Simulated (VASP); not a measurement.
These are PBE GGA, VASP's PBE PAW potentials (set 64) (plane waves; VASP) values and carry that method's errors.

VASP input:

File KPOINTS:
```
Automatic mesh
0
Gamma
  11 11 6
0 0 0
```

### INCAR
```
# general
SYSTEM =Lu
PREC   =Accurate
ENCUT  =400   # plane-wave cut-off (eV)
LREAL  =F   # projection in real space or not
LASPH  =T   # aspherical one-centre terms

# electronic loop
EDIFF  =1E-6   # SCF stop (eV)
NELM   =100   # most electronic steps
ALGO   =VeryFast
LMAXMIX=6   # l cut-off of mixed one-centre charges

# smearing
ISMEAR =1   # Methfessel-Paxton
SIGMA  =0.1   # width (eV)

# functional
GGA    =PE   # PBE

# ions
ISIF   =2   # forces and stress, cell fixed

# output
LWAVE  =F
LCHARG =F
```

POSCAR:
```
Lu
1
    1.7850000000    -3.0917110000     0.0000000000
    1.7850000000     3.0917110000     0.0000000000
    0.0000000000     0.0000000000     5.6610000000
Lu
2
Direct
  0.3333330000   0.6666670000   0.2500000000
  0.6666670000   0.3333330000   0.7500000000
```

POTCAR, in this order: Lu_3 (PBE.64 set). Program: vasp_std.

What VASP printed:

File OSZICAR:
```
...
RMM:  12     0.351719336058E+03   -0.17897E+02   -0.16867E+02  3173   0.138E+02    0.595E+01
RMM:  13     0.398613167680E+03    0.46894E+02   -0.68331E+01  2593   0.231E+02    0.400E+01
RMM:  14     0.394138272726E+03   -0.44749E+01   -0.27941E+02  3210   0.374E+02    0.183E+02
RMM:  15     0.380773182685E+03   -0.13365E+02   -0.92793E+01  3039   0.137E+02    0.175E+02
RMM:  16     0.389332307808E+03    0.85591E+01   -0.20287E+01  2281   0.161E+02    0.113E+02
RMM:  17     0.387093214924E+03   -0.22391E+01   -0.26514E+01  3320   0.475E+01    0.109E+02
RMM:  18     0.390357907016E+03    0.32647E+01   -0.81621E+00  2307   0.106E+02    0.925E+01
RMM:  19     0.387431413527E+03   -0.29265E+01   -0.26050E+01  3056   0.967E+01    0.168E+02
RMM:  20     0.383943147806E+03   -0.34883E+01   -0.98438E+00  2573   0.773E+01    0.236E+02
RMM:  21     0.383091455788E+03   -0.85169E+00   -0.12385E+01  3314   0.280E+01    0.215E+02
RMM:  22     0.384033284069E+03    0.94183E+00   -0.51838E+00  2892   0.262E+01    0.192E+02
RMM:  23     0.386218588464E+03    0.21853E+01   -0.49792E+00  2807   0.539E+01    0.128E+02
RMM:  24     0.386857234580E+03    0.63865E+00   -0.13623E+01  3311   0.852E+01    0.536E+01
RMM:  25     0.386010431730E+03   -0.84680E+00   -0.70436E+00  3016   0.282E+01    0.126E+01
RMM:  26     0.385438005003E+03   -0.57243E+00   -0.47956E+00  3318   0.162E+01    0.117E+01
RMM:  27     0.385484067974E+03    0.46063E-01   -0.21806E+00  2733   0.176E+01    0.213E+01
RMM:  28     0.385365558083E+03   -0.11851E+00   -0.24349E+00  3247   0.134E+01    0.258E+01
RMM:  29     0.385304241150E+03   -0.61317E-01   -0.13946E+00  3039   0.112E+01    0.271E+01
RMM:  30     0.385333304954E+03    0.29064E-01   -0.89314E-01  2753   0.150E+01    0.236E+01
RMM:  31     0.385288447467E+03   -0.44857E-01   -0.10490E+00  3117   0.151E+01    0.121E+01
RMM:  32     0.385194442998E+03   -0.94004E-01   -0.91690E-01  3269   0.727E+00    0.612E+00
RMM:  33     0.385125480286E+03   -0.68963E-01   -0.66160E-01  3266   0.538E+00    0.498E+00
RMM:  34     0.385067648128E+03   -0.57832E-01   -0.56267E-01  3309   0.427E+00    0.502E+00
RMM:  35     0.385016209685E+03   -0.51438E-01   -0.49340E-01  3258   0.402E+00    0.476E+00
RMM:  36     0.384972599282E+03   -0.43610E-01   -0.43521E-01  3128   0.372E+00    0.432E+00
RMM:  37     0.384931414095E+03   -0.41185E-01   -0.40530E-01  3287   0.327E+00    0.318E+00
RMM:  38     0.384896905956E+03   -0.34508E-01   -0.33714E-01  2999   0.327E+00    0.254E+00
RMM:  39     0.384862180771E+03   -0.34725E-01   -0.32088E-01  3318   0.276E+00    0.264E+00
RMM:  40     0.384838260796E+03   -0.23920E-01   -0.23471E-01  2904   0.302E+00    0.293E+00
RMM:  41     0.384814925966E+03   -0.23335E-01   -0.22215E-01  3276   0.255E+00    0.248E+00
RMM:  42     0.384795124690E+03   -0.19801E-01   -0.18765E-01  3063   0.251E+00    0.193E+00
RMM:  43     0.384778281202E+03   -0.16843E-01   -0.16664E-01  3194   0.215E+00    0.166E+00
RMM:  44     0.384763266419E+03   -0.15015E-01   -0.14561E-01  3285   0.188E+00    0.161E+00
RMM:  45     0.384749637379E+03   -0.13629E-01   -0.13161E-01  3293   0.174E+00    0.166E+00
RMM:  46     0.384737519469E+03   -0.12118E-01   -0.11807E-01  2996   0.172E+00    0.162E+00
RMM:  47     0.384726265189E+03   -0.11254E-01   -0.10810E-01  3173   0.155E+00    0.167E+00
RMM:  48     0.384715990383E+03   -0.10275E-01   -0.99039E-02  3292   0.144E+00    0.170E+00
RMM:  49     0.384706475774E+03   -0.95146E-02   -0.91934E-02  3255   0.135E+00    0.172E+00
RMM:  50     0.384697623279E+03   -0.88525E-02   -0.85541E-02  3137   0.128E+00    0.174E+00
RMM:  51     0.384689295256E+03   -0.83280E-02   -0.80446E-02  3022   0.121E+00    0.176E+00
RMM:  52     0.384681460112E+03   -0.78351E-02   -0.75727E-02  2991   0.115E+00    0.177E+00
RMM:  53     0.384674015084E+03   -0.74450E-02   -0.71986E-02  2944   0.110E+00    0.178E+00
RMM:  54     0.384666936310E+03   -0.70788E-02   -0.68471E-02  2905   0.105E+00    0.178E+00
RMM:  55     0.384660137740E+03   -0.67986E-02   -0.65804E-02  2837   0.101E+00    0.179E+00
RMM:  56     0.384653602872E+03   -0.65349E-02   -0.63270E-02  2816   0.967E-01    0.179E+00
RMM:  57     0.384647228568E+03   -0.63743E-02   -0.61768E-02  2759   0.930E-01    0.179E+00
RMM:  58     0.384640747083E+03   -0.64815E-02   -0.62806E-02  3313   0.101E+00    0.147E+00
RMM:  59     0.384634225566E+03   -0.65215E-02   -0.63458E-02  3243   0.877E-01    0.154E+00
RMM:  60     0.384627209494E+03   -0.70161E-02   -0.68258E-02  2954   0.878E-01    0.155E+00
RMM:  61     0.384619798237E+03   -0.74113E-02   -0.72996E-02  2961   0.813E-01    0.156E+00
RMM:  62     0.384602401772E+03   -0.17396E-01   -0.67704E-02  2661   0.791E-01    0.157E+00
RMM:  63     0.384589238866E+03   -0.13163E-01   -0.12607E-01  3307   0.137E+00    0.179E+00
RMM:  64     0.384581585445E+03   -0.76534E-02   -0.74159E-02  3307   0.823E-01    0.181E+00
RMM:  65     0.384574930861E+03   -0.66546E-02   -0.64648E-02  2831   0.780E-01    0.182E+00
RMM:  66     0.384569098679E+03   -0.58322E-02   -0.53278E-02  3314   0.118E+00    0.183E+00
RMM:  67     0.384564397922E+03   -0.47008E-02   -0.47984E-02  3288   0.882E-01    0.179E+00
RMM:  68     0.384560294002E+03   -0.41039E-02   -0.42940E-02  3313   0.103E+00    0.160E+00
RMM:  69     0.384556190262E+03   -0.41037E-02   -0.39455E-02  3016   0.691E-01    0.142E+00
RMM:  70     0.384552402821E+03   -0.37874E-02   -0.36324E-02  2864   0.697E-01    0.112E+00
RMM:  71     0.384548948681E+03   -0.34541E-02   -0.33745E-02  3141   0.728E-01    0.869E-01
RMM:  72     0.384545709568E+03   -0.32391E-02   -0.31950E-02  3271   0.728E-01    0.788E-01
RMM:  73     0.384542567479E+03   -0.31421E-02   -0.30298E-02  2856   0.599E-01    0.785E-01
RMM:  74     0.384539586396E+03   -0.29811E-02   -0.28813E-02  2882   0.591E-01    0.775E-01
RMM:  75     0.384536717812E+03   -0.28686E-02   -0.27511E-02  2764   0.560E-01    0.784E-01
RMM:  76     0.384533943255E+03   -0.27746E-02   -0.26374E-02  2478   0.542E-01    0.791E-01
RMM:  77     0.384531301921E+03   -0.26413E-02   -0.25086E-02  2457   0.526E-01    0.795E-01
RMM:  78     0.384528721024E+03   -0.25809E-02   -0.24108E-02  2548   0.625E-01    0.865E-01
RMM:  79     0.384526319468E+03   -0.24016E-02   -0.22982E-02  2577   0.569E-01    0.807E-01
RMM:  80     0.384523997090E+03   -0.23224E-02   -0.22129E-02  2447   0.536E-01    0.840E-01
RMM:  81     0.384521792750E+03   -0.22043E-02   -0.21194E-02  2379   0.520E-01    0.801E-01
RMM:  82     0.384519653209E+03   -0.21395E-02   -0.20480E-02  2381   0.491E-01    0.815E-01
RMM:  83     0.384517616763E+03   -0.20364E-02   -0.19651E-02  2244   0.489E-01    0.770E-01
RMM:  84     0.384515630903E+03   -0.19859E-02   -0.19033E-02  2253   0.463E-01    0.792E-01
RMM:  85     0.384513722619E+03   -0.19083E-02   -0.18329E-02  2280   0.445E-01    0.791E-01
RMM:  86     0.384511872145E+03   -0.18505E-02   -0.17779E-02  2281   0.427E-01    0.783E-01
RMM:  87     0.384510109364E+03   -0.17628E-02   -0.17160E-02  2311   0.451E-01    0.702E-01
RMM:  88     0.384508363738E+03   -0.17456E-02   -0.16786E-02  2460   0.421E-01    0.695E-01
RMM:  89     0.384506670065E+03   -0.16937E-02   -0.16262E-02  2511   0.404E-01    0.661E-01
RMM:  90     0.384505015918E+03   -0.16541E-02   -0.15808E-02  2245   0.385E-01    0.672E-01
RMM:  91     0.384503410230E+03   -0.16057E-02   -0.15244E-02  2360   0.375E-01    0.675E-01
RMM:  92     0.384501860641E+03   -0.15496E-02   -0.14878E-02  2342   0.355E-01    0.677E-01
RMM:  93     0.384500335374E+03   -0.15253E-02   -0.14395E-02  2765   0.364E-01    0.626E-01
RMM:  94     0.384498855789E+03   -0.14796E-02   -0.14091E-02  2374   0.349E-01    0.640E-01
RMM:  95     0.384497430256E+03   -0.14255E-02   -0.13642E-02  2430   0.334E-01    0.640E-01
RMM:  96     0.384496044808E+03   -0.13854E-02   -0.13345E-02  2285   0.326E-01    0.645E-01
RMM:  97     0.384494726491E+03   -0.13183E-02   -0.12953E-02  2130   0.335E-01    0.636E-01
RMM:  98     0.384493265057E+03   -0.14614E-02   -0.12672E-02  3247   0.498E-01    0.729E-01
RMM:  99     0.384491974808E+03   -0.12902E-02   -0.12359E-02  2681   0.315E-01    0.711E-01
RMM: 100     0.384490755551E+03   -0.12193E-02   -0.12059E-02  2160   0.321E-01
   1 F= 0.38449076E+03 E0= 0.38449189E+03  d E =-.341396E-02
```

### OUTCAR
```
------------------------ aborting loop EDIFF was not reached (unconverged)  ----------------------------
  FORCE on cell =-STRESS in cart. coord.  units (eV):
  Direction    XX          YY          ZZ          XY          YZ          ZX
  --------------------------------------------------------------------------------------
  Total      -11.8339557    -11.8339581    -12.4783354     -0.0000000      0.0000000      0.0000000
  in kB     -303.4451922   -303.4452527   -319.9683160     -0.0000000      0.0000000      0.0000000
  external PRESSURE =    -308.9529203 kB  Pullay stress =       0.0000000 kB
  volume of cell :       62.48
      direct lattice vectors                 reciprocal lattice vectors
     1.785000000 -3.091711000  0.000000000     0.280112045 -0.161722748  0.000000000
     1.785000000  3.091711000  0.000000000     0.280112045  0.161722748  0.000000000
     0.000000000  0.000000000  5.661000000     0.000000000  0.000000000  0.176647235
 POSITION                                       TOTAL-FORCE (eV/Angst)
 -----------------------------------------------------------------------------------
      1.78500      1.03057      1.41525        -0.000000      0.000000      0.000000
      1.78500     -1.03057      4.24575         0.000000     -0.000000      0.000000
 -----------------------------------------------------------------------------------
    total drift:                               -0.000000      0.000072     -0.000019
  FREE ENERGIE OF THE ION-ELECTRON SYSTEM (eV)
  ---------------------------------------------------
  free  energy   TOTEN  =       384.4907555506 eV

  energy  without entropy=      384.4941695083  energy(sigma->0) =      384.49189354
```
(Selected blocks of OUTCAR.)

File stdout:
```
...
RMM:  81     0.384521792750E+03   -0.22043E-02   -0.21194E-02  2379   0.520E-01    0.801E-01
RMM:  82     0.384519653209E+03   -0.21395E-02   -0.20480E-02  2381   0.491E-01    0.815E-01
RMM:  83     0.384517616763E+03   -0.20364E-02   -0.19651E-02  2244   0.489E-01    0.770E-01
RMM:  84     0.384515630903E+03   -0.19859E-02   -0.19033E-02  2253   0.463E-01    0.792E-01
RMM:  85     0.384513722619E+03   -0.19083E-02   -0.18329E-02  2280   0.445E-01    0.791E-01
RMM:  86     0.384511872145E+03   -0.18505E-02   -0.17779E-02  2281   0.427E-01    0.783E-01
RMM:  87     0.384510109364E+03   -0.17628E-02   -0.17160E-02  2311   0.451E-01    0.702E-01
RMM:  88     0.384508363738E+03   -0.17456E-02   -0.16786E-02  2460   0.421E-01    0.695E-01
RMM:  89     0.384506670065E+03   -0.16937E-02   -0.16262E-02  2511   0.404E-01    0.661E-01
RMM:  90     0.384505015918E+03   -0.16541E-02   -0.15808E-02  2245   0.385E-01    0.672E-01
RMM:  91     0.384503410230E+03   -0.16057E-02   -0.15244E-02  2360   0.375E-01    0.675E-01
RMM:  92     0.384501860641E+03   -0.15496E-02   -0.14878E-02  2342   0.355E-01    0.677E-01
RMM:  93     0.384500335374E+03   -0.15253E-02   -0.14395E-02  2765   0.364E-01    0.626E-01
RMM:  94     0.384498855789E+03   -0.14796E-02   -0.14091E-02  2374   0.349E-01    0.640E-01
RMM:  95     0.384497430256E+03   -0.14255E-02   -0.13642E-02  2430   0.334E-01    0.640E-01
RMM:  96     0.384496044808E+03   -0.13854E-02   -0.13345E-02  2285   0.326E-01    0.645E-01
RMM:  97     0.384494726491E+03   -0.13183E-02   -0.12953E-02  2130   0.335E-01    0.636E-01
RMM:  98     0.384493265057E+03   -0.14614E-02   -0.12672E-02  3247   0.498E-01    0.729E-01
RMM:  99     0.384491974808E+03   -0.12902E-02   -0.12359E-02  2681   0.315E-01    0.711E-01
RMM: 100     0.384490755551E+03   -0.12193E-02   -0.12059E-02  2160   0.321E-01

 -----------------------------------------------------------------------------
|                                                                             |
|           W    W    AA    RRRRR   N    N  II  N    N   GGGG   !!!           |
|           W    W   A  A   R    R  NN   N  II  NN   N  G    G  !!!           |
|           W    W  A    A  R    R  N N  N  II  N N  N  G       !!!           |
|           W WW W  AAAAAA  RRRRR   N  N N  II  N  N N  G  GGG   !            |
|           WW  WW  A    A  R   R   N   NN  II  N   NN  G    G                |
|           W    W  A    A  R    R  N    N  II  N    N   GGGG   !!!           |
|                                                                             |
|     The electronic self-consistency was not achieved in the given           |
|     number of steps (NELM). The forces and other quantities evaluated       |
|     might not be reliable so examine the results carefully. If you find     |
|     spurious results, we suggest increasing NELM, if you were close to      |
|     convergence or switching to a different ALGO or adjusting the           |
|     density mixing parameters otherwise.                                    |
|                                                                             |
 -----------------------------------------------------------------------------

   1 F= 0.38449076E+03 E0= 0.38449189E+03  d E =-.341396E-02
```

The run did not converge; its last values are not results.

The compound is Lu in the hcp structure. The cell was not relaxed at this level. The run is one of a series of settings (ALGO = VeryFast against the base run), some of them coarse on purpose.
